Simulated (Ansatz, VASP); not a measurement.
**BiAs in two plane-wave programs**

Wanted: the spread between two codes on one cell, functional and k mesh. The cell is generated by rule, not measured, and may not be a known phase. The cell is taken from a series of runs on this material, whose earlier steps may have relaxed, scaled, displaced or heated it; both programs get it as it stands.

Calculated with Ansatz 0.2.0; plane waves, with VASP 6.6.1 beside it; zone-centre phonons at PBEsol.

The structure was built from a prototype and need not be the compound's stable phase.

## Step 1: The starting structure

It takes space group Fm-3m (No. 225, cubic). Conventional cell: a = 5.942 Å, b = 5.942 Å, c = 5.942 Å, α = 90.00°, β = 90.00°, γ = 90.00°. Nearest to Bi lie 6 As at 2.97 Å. Nearest to As lie 6 Bi at 2.97 Å. Farther neighbours are not listed.

## Step 2: Ansatz: zone-centre phonons, PBEsol

Ansatz runs on its default PAW (the set named soft_2) files.

Second derivatives magnify differences that forces hide, and they need a tight electronic threshold.

input.yaml

```yaml
crystal:
  lattice:
    - [0.0, 2.971094661, 2.971094661]
    - [2.971094661, 0.0, 2.971094661]
    - [2.971094661, 2.971094661, 0.0]
  atoms:
    - { symbol: Bi, position: [0.0, 0.0, 0.0] }
    - { symbol: As, position: [0.5, 0.5, 0.5] }
kpoints:
  mp_grid: { grid: [12, 12, 12] }
hamiltonian:
  xc: pbesol
scf:
  occupations: { method: methfessel_paxton, width: 0.2 }
output:
  eigenvalues: true
phonons:
  method: dfpt
```

Launch:

```bash
$ ansatz run input.yaml --threads 4 --pin off --max-ram 7168MiB --backend cpu --events-out ev --progress --plain --runs-dir out
```

Numbers of over 12 decimals in the logs are rounded to 6 here.

What it wrote:

```text
Engine: ansatz 0.2.0, aarch64-unknown-linux-gnu
Pseudopotentials: kind: paw
Pseudopotential: Bi, paw, valence charge 15, recommended cutoff 420 eV (normal), Bi.paw.azcp
Pseudopotential: As, paw, valence charge 15, recommended cutoff 420 eV (normal), As.paw.azcp
Functional definition: PBEsol
  exchange = pbesol_x
  correlation = pbesol_c
Crystal: 2 atoms, lattice volume = 52.454 Å³
Basis set: ecut = 420 eV, 965 PW (Γ), exchange–correlation on 60×60×60 points (8 copies of the dense FFT grid, shifted against one another)
Bands: 19, of which v1, the nominal top of the filled ones, is band 15 counted from 1 (14 counted from 0)
Symmetry: 48 space group operations
k-points: 163 of 1728 (irreducible under 8 space group operations, time reversal used)
Non-local potential: Bi, projectors of the file, l = 0: 2, l = 1: 2, l = 2: 2, l = 3: 2
Non-local potential: As, projectors of the file, l = 0: 2, l = 1: 2, l = 2: 3, l = 3: 1
PAW form: soft (Blöchl's): semilocal exchange-correlation on the pseudo side does not see the compensation charge
PAW frozen core: Bi, regenerated for the run's functional, and the local potential with it (the file was generated under x = pbe(κ = 0.804, μ = 0.219515), c = pbe(β = 0.066725))
PAW frozen core: As, regenerated for the run's functional, and the local potential with it (the file was generated under x = pbe(κ = 0.804, μ = 0.219515), c = pbe(β = 0.066725))
PAW one-centre angular grid: Bi, 590 points (default); XC on 64 Gauss nodes
PAW one-centre angular grid: As, 590 points (default); XC on 64 Gauss nodes
Initial density: superposition of atomic densities (neutral atoms: chi_scale 0, normalization atom), corrected by the library's trained network
Initial wavefunctions: pseudopotential atomic-orbital guess
Functional: x = pbesol(κ = 0.804, μ = 0.123457), c = pbesol(β = 0.046)
SCF iter   1: F=—  HF=-17055.012920 eV  |F-HF|=—  |Δ(HF+E_count)|=         —  Δρ=1.15e-3  dr2=5.91e-4  ethr=1.77e-3  ⟨swp⟩=5.3  Hψ=13031  notcnv=0
preconditioner: auto → Kerker (q_TF=auto, 2.486 Å⁻¹)  [metal: Δε(μ)=0.090 eV  Ē_g=9.566 eV  σ=0.200 eV  W_gap=0.37  n_scr=14 (ndim 8)  ℏωp=16.2 eV  f_vac=0.000  D(μ)=0.44/eV (n_scr^D=0)]
SCF iter   2: F=—  HF=-17055.011823 eV  |F-HF|=—  |Δ(HF+E_count)|=   1.10e-3  S|Δr|=    0.00e0  Δρ=8.05e-4  dr2=2.96e-4  ethr=1.97e-6  ⟨swp⟩=2.8  Hψ=7043  notcnv=0
SCF iter   3: F=—  HF=-17055.011831 eV  |F-HF|=—  |Δ(HF+E_count)|=   7.50e-6  S|Δr|=    0.00e0  Δρ=3.33e-4  dr2=7.58e-5  ethr=9.86e-7  ⟨swp⟩=2.0  Hψ=4209  notcnv=0
SCF iter   4: F=—  HF=-17055.011838 eV  |F-HF|=—  |Δ(HF+E_count)|=   7.11e-6  S|Δr|=    0.00e0  Δρ=1.38e-4  dr2=1.52e-5  ethr=2.53e-7  ⟨swp⟩=1.0  Hψ=3097  notcnv=0
SCF iter   5: F=—  HF=-17055.011836 eV  |F-HF|=—  |Δ(HF+E_count)|=   1.69e-6  S|Δr|=    0.00e0  Δρ=2.92e-5  dr2=4.13e-7  ethr=5.07e-8  ⟨swp⟩=2.0  Hψ=3559  notcnv=0
SCF iter   6: F=—  HF=-17055.011836 eV  |F-HF|=—  |Δ(HF+E_count)|=   2.25e-7  S|Δr|=    0.00e0  Δρ=5.74e-6  dr2=1.53e-8  ethr=1.38e-9  ⟨swp⟩=2.0  Hψ=3917  notcnv=0
SCF iter   7: F=—  HF=-17055.011836 eV  |F-HF|=—  |Δ(HF+E_count)|=   1.24e-8  S|Δr|=    0.00e0  Δρ=1.91e-6  dr2=1.21e-9  ethr=5.12e-11  ⟨swp⟩=2.0  Hψ=5568  notcnv=0
SCF iter   8: F=—  HF=-17055.011836 eV  |F-HF|=—  |Δ(HF+E_count)|=  4.58e-10  S|Δr|=    0.00e0  Δρ=4.50e-7  dr2=6.67e-11  ethr=4.04e-12  ⟨swp⟩=2.0  Hψ=5560  notcnv=0
SCF iter   9: F=-17055.011836 eV  HF=-17055.011836 eV  |F-HF|=1.09e-11  |Δ(HF+E_count)|=  3.27e-11  S|Δr|=    0.00e0  Δρ=8.83e-8  dr2=3.16e-12  ethr=1.00e-12  ⟨swp⟩=6.0  Hψ=14364  notcnv=0
SCF 1 converged in 9 iterations: F = -17055.011836 eV  dr2 = 3.16e-12
  greatest PAW one-centre occupation: 0.999 electrons in one spin orbital (limit 2), on the As atom at site 1 (counted from 0), in its partial waves of l = 2
DFPT response loops at Γ: preconditioner auto → Kerker (q_TF=auto, 2.486 Å⁻¹) (partly filled bands, converged f_vac=0.000); β = 1.00, the filter's whole step (`scf.mixing.beta` (0.50) is not read by the response loops under this deck's `scf.mixing.preconditioner`; to damp them name `kerker` or `kerker_dos`, under which they read `scf.mixing.beta`, and type it under 1.00, their step now; both keys bind the ground state too); Broyden in place of MSR1
SCF converged after 9 iterations
Stability not checked: this state was not tested for a lower state beside it, because cold or Methfessel-Paxton smearing, or corrected tetrahedra, fill the levels in a way that the test cannot read (fill_not_monotonic; see scf.lower_state_search)
Free energy (F): -17055.011836 eV
Harris-Foulkes:  -17055.011836 eV  (|F-HF|=1.09e-11)
Internal energy: -17055.013241 eV  (E = F + TS)
E sigma→0 (E₀):  -17055.012187 eV
Entropy (-TS):   0.001405 eV (0.702 meV/atom)
Fermi energy:    10.974227 eV
Step filling:    the computed levels leave a gap of 0.0895 eV = 0.4 smearing widths at the electron count; against every level under it full and every level over it empty, smearing changes F+E_penalty+E_count by +1.040 meV and its σ→0 estimate by +0.689 meV
--- Per-component energies (eV) ---
  E_band       = -312.773023
  E_kinetic    = 405.309692
  E_local      = -3127.524984  (includes V_loc(G=0)·N_el)
  E_nonlocal   = -105.623368
  E_hartree    = 1397.267206
  E_xc         = -229.478150
  E_vxc        = -223.981711  (∫ρ·V_xc dr)
  E_paw        = -12302.002322  (= ΣΔE_a)
  E_vpaw       = -55.486533  (= ΣTr[D̂ρ^β])
  E_aug_tail   = -0.000455  (compensation charges beyond the density's cutoff)
  E_ewald      = -3094.017040
  E_core_change = 1.056181  (= ΣΔE_core)
  E_smearing   = 0.001405  (= −TS)
  E_closure    = -0.000000  (closes the sum)
  Σ components = -17055.011836   (vs F -17055.011836, Δ=0.00e0)
--- Band table (eV; the first three rows and the last of 163) ---
  k-point 0: bands = [... 11 lower, 4.6757, 9.3543, 9.3543, 9.3543, 14.7837, 14.7837, 14.7837, 16.7209]
  k-point 1: bands = [... 11 lower, 4.3995, 9.3752, 9.3752, 9.4866, 14.3511, 14.4266, 14.4266, 16.5293]
  k-point 2: bands = [... 11 lower, 3.6918, 9.4443, 9.4443, 9.7722, 13.5018, 13.6500, 13.6500, 16.4702]
  k-point 162: bands = [... 11 lower, 0.6983, 5.9942, 5.9942, 10.8739, 11.6295, 16.3680, 16.3680, 18.0527]
--- Phonons (Γ-DFPT): 2 representative perturbations + reference, on 163 of 1728 k-points (Σ response iterations 5) ---
  k mesh reduced under 8 symmetry operations, with k and −k counted as one. Each operation leaves every solved perturbation unchanged. A smaller set is not used because it would not reduce the number of displacements times k-points to solve
  ASR residual: 1.036e-4 → 0.000e0 eV/Å²; symmetrization residual: 6.688e-6 eV/Å²
  ASR residual per site (eV/Å²): 1.04e-4 3.88e-5
  Γ frequencies (cm⁻¹): -125.51 -125.51 -125.51 0.00 0.00 0.00
  non-analytic LO–TO correction: not included (Born effective charges unavailable; polar crystals: no LO–TO splitting at Γ)
```

## Step 3: VASP: zone-centre phonons, PBEsol

The same cell, functional, mesh and smearing now go to VASP, with its own data sets.

Lines of VASP's logs that name or quote its potential files are left out, and so is its time.

INCAR

```
SYSTEM = BiAs
PREC = Accurate
ENCUT = 500
EDIFF = 1E-08
NELM = 120
ISMEAR = 1
SIGMA = 0.2
LREAL = .FALSE.
ALGO = Normal
GGA = PS
NBANDS = 16
LORBIT = 11
LWAVE = .FALSE.
LCHARG = .FALSE.
ISIF = 2
IBRION = 8
LASPH = .TRUE.
GGA_COMPAT = .FALSE.
KPAR = 2
```

POSCAR

```
BiAs
1.0
    0.0000000000      2.9710946610      2.9710946610
    2.9710946610      0.0000000000      2.9710946610
    2.9710946610      2.9710946610      0.0000000000
Bi As
1 1
Direct
    0.0000000000      0.0000000000      0.0000000000
    0.5000000000      0.5000000000      0.5000000000
```

KPOINTS

```
Automatic mesh
0
Gamma
12 12 12
0 0 0
```

Potentials, in the order of the species: Bi_d and As (PBE family, release 64).

Launch:

```bash
$ mpirun -np 2 vasp_std
```

What it wrote:

```text
[banner, memory and clock lines left out]
running    2 mpi-ranks, on    1 nodes
 distrk:  each k-point on    1 cores,    2 groups
 distr:  one band on    1 cores,    1 groups

 POSCAR found type information on POSCAR BiAs
 POSCAR found :  2 types and       2 ions
|                                                                             |
|               ----> ADVICE to this user running VASP <----                  |
|                                                                             |
|     You enforced a specific xc type in the INCAR file but a different       |
|     [... a line on the potential file left out ...]
|     I HOPE YOU KNOW WHAT YOU ARE DOING!                                     |
|                                                                             |

 LDA part: xc-table for (Slater+PW92), standard interpolation
 POSCAR, INCAR and KPOINTS ok, starting setup
 FFT: planning ... GRIDC
 FFT: planning ... GRID_SOFT
 FFT: planning ... GRID
 WAVECAR not read
 entering main loop
       N       E                     dE             d eps       ncg     rms          rms(c)
DAV:   1     0.142865363289E+03    0.14287E+03   -0.99648E+03  2328   0.128E+03
DAV:   2    -0.393532603127E+00   -0.14326E+03   -0.14029E+03  2488   0.337E+02
DAV:   3    -0.939364532528E+01   -0.90001E+01   -0.89335E+01  2960   0.854E+01
DAV:   4    -0.957762743553E+01   -0.18398E+00   -0.18393E+00  2848   0.139E+01
DAV:   5    -0.958524148768E+01   -0.76141E-02   -0.76140E-02  3368   0.246E+00    0.231E+00
DAV:   6    -0.940164849655E+01    0.18359E+00   -0.59772E-01  3472   0.476E+00    0.120E+00
DAV:   7    -0.940094659428E+01    0.70190E-03   -0.61752E-02  2672   0.122E+00    0.577E-01
DAV:   8    -0.940032224862E+01    0.62435E-03   -0.64095E-03  3016   0.687E-01    0.896E-02
DAV:   9    -0.940003359722E+01    0.28865E-03   -0.21073E-03  3184   0.306E-01    0.536E-02
DAV:  10    -0.940004441346E+01   -0.10816E-04   -0.13123E-04  2800   0.699E-02    0.458E-02
DAV:  11    -0.940003472428E+01    0.96892E-05   -0.44580E-05  3432   0.419E-02    0.165E-02
DAV:  12    -0.940003404196E+01    0.68233E-06   -0.70364E-06  3000   0.155E-02    0.546E-03
DAV:  13    -0.940003387210E+01    0.16986E-06   -0.20525E-07  2928   0.418E-03    0.368E-03
DAV:  14    -0.940003384855E+01    0.23548E-07   -0.59024E-07  3392   0.699E-03    0.172E-03
DAV:  15    -0.940003388686E+01   -0.38309E-07   -0.12003E-07  3048   0.305E-03    0.965E-04
DAV:  16    -0.940003394392E+01   -0.57065E-07   -0.10773E-07  2936   0.315E-03    0.116E-04
DAV:  17    -0.940003396610E+01   -0.22176E-07   -0.21247E-08  1944   0.904E-04    0.181E-04
DAV:  18    -0.940003395339E+01    0.12707E-07   -0.28049E-09  1488   0.589E-04    0.111E-04
DAV:  19    -0.940003394976E+01    0.36289E-08   -0.62955E-10  1424   0.215E-04
   1 F= -.94000339E+01 E0= -.94004995E+01  d E =0.139653E-02
 Linear response reoptimize wavefunctions to high precision
DAV:   1    -0.940003394901E+01    0.75397E-09   -0.66795E-11  1560   0.789E-05
DAV:   2    -0.940003394904E+01   -0.35470E-10   -0.13887E-11  1408   0.345E-05
 Linear response DOF=           2
 Linear response progress:
  Degree of freedom:   1/  2
       N       E                     dE             d eps       ncg     rms          rms(c)
RMM:   1    -0.326433878545E+00   -0.32643E+00    0.19849E-01  6613   0.938E+00
RMM:   2    -0.334032568030E+00   -0.75987E-02   -0.15817E-02  8642   0.110E+00    0.656E-02
RMM:   3    -0.333966843608E+00    0.65724E-04   -0.13613E-03  9677   0.303E-01    0.388E-02
RMM:   4    -0.333611969051E+00    0.35487E-03   -0.91243E-05  9904   0.896E-02    0.447E-03
RMM:   5    -0.333614430410E+00   -0.24614E-05   -0.12096E-05 10048   0.292E-02    0.214E-03
RMM:   6    -0.333627289558E+00   -0.12859E-04   -0.24384E-06  9724   0.119E-02    0.618E-04
RMM:   7    -0.333628427435E+00   -0.11379E-05   -0.71771E-07 10266   0.510E-03    0.289E-04
RMM:   8    -0.333625063068E+00    0.33644E-05    0.24047E-09  9947   0.208E-03    0.903E-05
RMM:   9    -0.333623267912E+00    0.17952E-05    0.30651E-07 10228   0.869E-04    0.338E-05
RMM:  10    -0.333622944704E+00    0.32321E-06    0.45385E-07 10599   0.366E-04    0.244E-05
RMM:  11    -0.333622032103E+00    0.91260E-06    0.11183E-07  9538   0.188E-04    0.102E-05
RMM:  12    -0.333622271830E+00   -0.23973E-06    0.12749E-07 10186   0.909E-05    0.411E-06
RMM:  13    -0.333622202567E+00    0.69263E-07    0.63934E-08 10114   0.463E-05    0.256E-06
RMM:  14    -0.333622098936E+00    0.10363E-06    0.50386E-08  9947   0.248E-05    0.714E-07
RMM:  15    -0.333622131781E+00   -0.32844E-07    0.39635E-08  9521   0.131E-05    0.863E-07
RMM:  16    -0.333622118063E+00    0.13718E-07    0.16294E-08  7410   0.755E-06    0.556E-07
RMM:  17    -0.333622103456E+00    0.14607E-07    0.12796E-08  7551   0.525E-06    0.959E-08
 first order change of Fermi-energy  -0.97562E-04
 force on displaced ion       1 direction 1 :   3.101   0.000   0.000
 Linear response progress:
  Degree of freedom:   2/  2
       N       E                     dE             d eps       ncg     rms          rms(c)
RMM:   1    -0.450033588382E-01   -0.45003E-01    0.50401E-02 10809   0.937E-01
RMM:   2    -0.447545842082E-01    0.24877E-03   -0.18762E-03  9481   0.227E-01    0.802E-02
RMM:   3    -0.449984737339E-01   -0.24389E-03   -0.25521E-04  9785   0.892E-02    0.460E-02
RMM:   4    -0.453957787396E-01   -0.39731E-03   -0.73199E-05  9640   0.558E-02    0.619E-03
RMM:   5    -0.454362307776E-01   -0.40452E-04   -0.73665E-06 10257   0.186E-02    0.277E-03
RMM:   6    -0.454176969421E-01    0.18534E-04   -0.80114E-07 10076   0.491E-03    0.995E-04
RMM:   7    -0.454208099471E-01   -0.31130E-05   -0.63284E-08 10007   0.153E-03    0.103E-04
RMM:   8    -0.454204207362E-01    0.38921E-06    0.23715E-09 10587   0.445E-04    0.370E-05
RMM:   9    -0.454201713331E-01    0.24940E-06    0.31067E-07 10613   0.177E-04    0.887E-06
RMM:  10    -0.454201683929E-01    0.29402E-08    0.65905E-08 10488   0.440E-05    0.275E-06
 first order change of Fermi-energy   0.40342E-03
 force on displaced ion       2 direction 1 :   3.119   0.000   0.000
 Linear response finished
```

Parts of OUTCAR (step 3):

```text
ion  position               nearest neighbor table
   1  0.000  0.000  0.000-   2 2.97   2 2.97   2 2.97   2 2.97   2 2.97   2 2.97
   2  0.500  0.500  0.500-   1 2.97   1 2.97   1 2.97   1 2.97   1 2.97   1 2.97

  LATTYP: Found a face centered cubic cell.
 ALAT       =     5.9421893220

 Subroutine GETGRP returns: Found 48 space group operations
 (whereof 48 operations were pure point group operations)

The static configuration has the point symmetry O_h .

 Found     72 irreducible k-points:

   k-points           NKPTS =     72   k-points in BZ     NKDIM =     72   number of bands    NBANDS=     16

   dimension x,y,z NGX =    32 NGY =   32 NGZ =   32
   dimension x,y,z NGXF=    64 NGYF=   64 NGZF=   64

   ENCUT  =  500.0 eV  36.75 Ry    6.06 a.u.   7.66  7.66  7.66*2*pi/ulx,y,z

   NELECT =      20.0000    total number of electrons

 k-points in reciprocal lattice and weights: Automatic mesh
   0.00000000  0.00000000  0.00000000       0.001
   0.08333333  0.00000000  0.00000000       0.005
   0.16666667  0.00000000  0.00000000       0.005
   0.25000000  0.00000000  0.00000000       0.005
   0.33333333  0.00000000  0.00000000       0.005
   0.41666667  0.00000000  0.00000000       0.005
   0.50000000  0.00000000  0.00000000       0.002
   0.08333333  0.08333333  0.00000000       0.003
   0.16666667  0.08333333  0.00000000       0.014
[...]
-0.33333333  0.50000000  0.16666667       0.007
  -0.25000000  0.50000000  0.25000000       0.003

 average (electrostatic) potential at core
       1-104.3490       2 -47.7537

  Total        0.0268735      0.0268735      0.0268735      0.0000000      0.0000000      0.0000000
  in kB        0.8208355      0.8208355      0.8208355      0.0000000      0.0000000      0.0000000
  external PRESSURE =       0.8208355 kB  Pullay stress =       0.0000000 kB

  energy-cutoff  :      500.00
  volume of cell :       52.45
      direct lattice vectors                 reciprocal lattice vectors
     0.000000000  2.971094661  2.971094661    -0.168288142  0.168288142  0.168288142
     2.971094661  0.000000000  2.971094661     0.168288142 -0.168288142  0.168288142
     2.971094661  2.971094661  0.000000000     0.168288142  0.168288142 -0.168288142

 POSITION                                       TOTAL-FORCE (eV/Angst)
 -----------------------------------------------------------------------------------
      0.00000      0.00000      0.00000        -0.000000     -0.000000     -0.000000
      2.97109      2.97109      2.97109         0.000000      0.000000      0.000000
 -----------------------------------------------------------------------------------
    total drift:                                0.000000     -0.000000     -0.000000

 Eigenvectors and eigenvalues of the dynamical matrix
 ----------------------------------------------------

   1 f  =    0.004680 THz     0.029404 2PiTHz    0.156100 cm-1     0.019354 meV
             X         Y         Z           dx          dy          dz
      0.000000  0.000000  0.000000     0.042461   -0.745005    0.424704
      2.971095  2.971095  2.971095     0.025351   -0.444805    0.253569

   2 f  =    0.004680 THz     0.029404 2PiTHz    0.156100 cm-1     0.019354 meV
             X         Y         Z           dx          dy          dz
      0.000000  0.000000  0.000000     0.044460   -0.422740   -0.746004
      2.971095  2.971095  2.971095     0.026545   -0.252397   -0.445401

   3 f  =    0.004680 THz     0.029404 2PiTHz    0.156100 cm-1     0.019354 meV
             X         Y         Z           dx          dy          dz
      0.000000  0.000000  0.000000     0.856405    0.058884    0.017672
      2.971095  2.971095  2.971095     0.511316    0.035157    0.010551

   4 f/i=    3.714987 THz    23.341954 2PiTHz  123.918638 cm-1    15.363946 meV
             X         Y         Z           dx          dy          dz
      0.000000  0.000000  0.000000    -0.512632    0.000000   -0.000000
      2.971095  2.971095  2.971095     0.858609    0.000000   -0.000000

   5 f/i=    3.714987 THz    23.341954 2PiTHz  123.918638 cm-1    15.363946 meV
             X         Y         Z           dx          dy          dz
      0.000000  0.000000  0.000000     0.000000    0.512632   -0.000000
      2.971095  2.971095  2.971095     0.000000   -0.858609   -0.000000

   6 f/i=    3.714987 THz    23.341954 2PiTHz  123.918638 cm-1    15.363946 meV
             X         Y         Z           dx          dy          dz
      0.000000  0.000000  0.000000     0.000000    0.000000   -0.512632
      2.971095  2.971095  2.971095     0.000000   -0.000000    0.858609

 ELASTIC MODULI CONTR FROM IONIC RELAXATION (kBar)
 Direction    XX          YY          ZZ          XY          YZ          ZX
 --------------------------------------------------------------------------------
 XX           0.0000      0.0000      0.0000      0.0000      0.0000      0.0000
 YY           0.0000      0.0000      0.0000      0.0000      0.0000      0.0000
 ZZ           0.0000      0.0000      0.0000      0.0000      0.0000      0.0000
 XY           0.0000      0.0000      0.0000      0.0000      0.0000      0.0000
 YZ           0.0000      0.0000      0.0000      0.0000      0.0000      0.0000
 ZX           0.0000      0.0000      0.0000      0.0000      0.0000      0.0000
 --------------------------------------------------------------------------------
```

## Step 4: Differences

Known differences besides the potentials themselves: the data sets hold 30 valence electrons in Ansatz (on its default PAW (the set named soft_2) files) and 20 in VASP; the cutoff is 420 eV in Ansatz and 500 eV in VASP; Ansatz makes its cores anew for this functional, VASP keeps those of its PBE data sets. Total energies have different zeros and are not compared.

Both answers:

```
                                                   quantity  Ansatz    VASP  difference
optical mode 1 to 3 (imaginary, printed as negative) (cm⁻¹)  -125.5  -123.9        -1.6
```

Modes are paired by rising frequency, not by their patterns, so a pair may set unlike modes beside each other; they are those without the splitting of longitudinal modes.

## Step 5: Summary of results

```
r.m.s. difference of the optical zone-centre modes, each program's sorted by frequency (zone-centre phonons, PBEsol) : 1.6 cm⁻¹
```

The r.m.s. difference of the optical zone-centre modes, each program's sorted by frequency is 1.6 cm⁻¹ (zone-centre phonons, PBEsol). The data sets hold unlike numbers of valence electrons (30 in Ansatz and 20 in VASP), so part of the differences comes from the potentials. How closely two codes agree says nothing of how well the functional describes the real material.

[Lines on the potential files, build, host, timing and source positions are cut from VASP's logs without a mark.]

[Logs are printed without paths, hosts, clocks, repeated set-up lines and the standing remarks that a program may print on its own settings, such as how far it seeks lower states.]

[Hosts, paths, dates, database ids (printed as entryN), source tags and the programs' standing remarks are cut or masked in the printed files.]
